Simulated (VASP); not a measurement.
OSZICAR of a VASP run on TiCo (CsCl type):

File OSZICAR:
```
       N       E                     dE             d eps       ncg     rms          rms(c)
DAV:   1     0.140823926450E+03    0.14082E+03   -0.90206E+03  6048   0.157E+03
DAV:   2    -0.330976872441E+01   -0.14413E+03   -0.14159E+03  6204   0.374E+02
DAV:   3    -0.107952810219E+02   -0.74855E+01   -0.74478E+01  9258   0.103E+02
DAV:   4    -0.109829106003E+02   -0.18763E+00   -0.18750E+00  7412   0.131E+01
DAV:   5    -0.109889816447E+02   -0.60710E-02   -0.60709E-02  8922   0.210E+00    0.116E+01
DAV:   6    -0.128485400096E+02   -0.18596E+01   -0.51602E+01 10240   0.731E+01    0.299E+01
DAV:   7    -0.837995938542E+01    0.44686E+01   -0.73096E+01  9048   0.908E+01    0.876E+00
DAV:   8    -0.752918257710E+01    0.85078E+00   -0.43778E+00  8980   0.260E+01    0.284E+00
DAV:   9    -0.750363757363E+01    0.25545E-01   -0.25387E+00  9040   0.130E+01    0.358E+00
DAV:  10    -0.745458856309E+01    0.49049E-01   -0.14658E+00  9016   0.134E+01    0.175E+00
DAV:  11    -0.742755013175E+01    0.27038E-01   -0.30614E-01  9254   0.595E+00    0.597E-01
DAV:  12    -0.742602274296E+01    0.15274E-02   -0.11800E-02  8996   0.117E+00    0.405E-01
DAV:  13    -0.742620274791E+01   -0.18000E-03   -0.77264E-04  9138   0.224E-01    0.431E-01
DAV:  14    -0.742537308801E+01    0.82966E-03   -0.99518E-04  9200   0.311E-01    0.315E-01
DAV:  15    -0.742497410623E+01    0.39898E-03   -0.53486E-04  8434   0.222E-01    0.269E-01
DAV:  16    -0.742507160687E+01   -0.97501E-04   -0.21582E-04  8144   0.183E-01    0.335E-01
DAV:  17    -0.742491133785E+01    0.16027E-03   -0.46229E-04  8590   0.235E-01    0.232E-01
DAV:  18    -0.742505586994E+01   -0.14453E-03   -0.21109E-04  8878   0.160E-01    0.301E-01
DAV:  19    -0.742484540555E+01    0.21046E-03   -0.17636E-03  8650   0.439E-01    0.990E-02
DAV:  20    -0.742489267673E+01   -0.47271E-04   -0.14705E-04  8128   0.106E-01    0.706E-02
DAV:  21    -0.742491250982E+01   -0.19833E-04   -0.35502E-05  9286   0.486E-02    0.759E-02
DAV:  22    -0.742489238071E+01    0.20129E-04   -0.41827E-05  6430   0.733E-02    0.106E-01
DAV:  23    -0.742496246125E+01   -0.70081E-04   -0.25387E-04  6084   0.165E-01    0.667E-02
DAV:  24    -0.742497693194E+01   -0.14471E-04   -0.43156E-05  8624   0.571E-02    0.635E-02
DAV:  25    -0.742498686469E+01   -0.99327E-05   -0.21401E-05  7686   0.378E-02    0.723E-02
DAV:  26    -0.742498972353E+01   -0.28588E-05   -0.47282E-05  8910   0.674E-02    0.523E-02
DAV:  27    -0.742499572171E+01   -0.59982E-05   -0.66535E-05  9092   0.790E-02    0.312E-02
DAV:  28    -0.742500315406E+01   -0.74323E-05   -0.18069E-05  8340   0.351E-02    0.322E-02
DAV:  29    -0.742500784376E+01   -0.46897E-05   -0.93993E-06  6030   0.240E-02    0.344E-02
DAV:  30    -0.742500795529E+01   -0.11154E-06   -0.58308E-06  5814   0.203E-02
   1 F= -.74250080E+01 E0= -.74250141E+01  d E =0.183904E-04
```

Q: Which electronic solver shows in the log?

A: It is blocked Davidson (ALGO = Normal, or the opening steps of other solvers). The INCAR had ALGO = Normal.

Q: How was spin treated?

A: Without spin polarisation: there is no mag entry.

Q: Can the final energy be trusted as converged?

A: The calculation finished and met its thresholds. It stopped with EDIFF = 1E-6, NELM = 100 (PBE GGA + U (Dudarev), plane waves, VASP's PBE PAW potentials (set 64)).

The compound is TiCo in the CsCl type structure. The cell was not relaxed at this level, atoms are displaced from their ideal sites. The run is one of a series of settings (LDAU = .TRUE., LDAUJ = 0 0, LDAUL = 2 2, LDAUTYPE = 2, LDAUU = 5.0 5.0, LMAXMIX = 2 against the base run), some of them coarse on purpose. The run is not spin-polarised, so no magnetic state was tried. The electron count is odd and the run is not spin-polarised, which forces a metal.
